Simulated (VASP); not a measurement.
Given:

```
ZnF2
1.0
    4.72197     0.00000     0.00000
    0.00000     4.72197     0.00000
    0.00000     0.00000     3.14628
Zn F
2 4
Cartesian
  0.00000   4.72197   0.00000
  2.36099   2.36099   1.57314
  1.43259   1.43259   0.00000
  3.79358   0.92840   1.57314
  0.92840   3.79358   1.57314
  3.28938   3.28938   3.14628
```

The numbers are results of revTPSS meta-GGA, VASP's PBE PAW potentials (set 64) (plane waves; VASP), not measurements. Settings: 520 eV cut-off, 5×5×8 Γ-centred mesh, tetrahedra with Blöchl corrections, potentials Zn F.

The cores are frozen, which limits the accuracy of field gradients.

Q: Give the principal components of the electric field gradient (V/Å²) and the asymmetry η at each nucleus.

A: 
| atom | Vxx | Vyy | Vzz | η |
|---|---|---|---|---|
| Zn1 | -12.8 | -8.3 | 21.2 | 0.21 |
| Zn2 | -12.8 | -8.3 | 21.2 | 0.21 |
| F3 | 63.8 | 26.7 | -90.5 | 0.41 |
| F4 | 63.8 | 26.7 | -90.5 | 0.41 |
| F5 | 63.8 | 26.7 | -90.5 | 0.41 |
| F6 | 63.8 | 26.7 | -90.5 | 0.41 |

The compound is ZnF2 in the rutile structure. It was relaxed first.
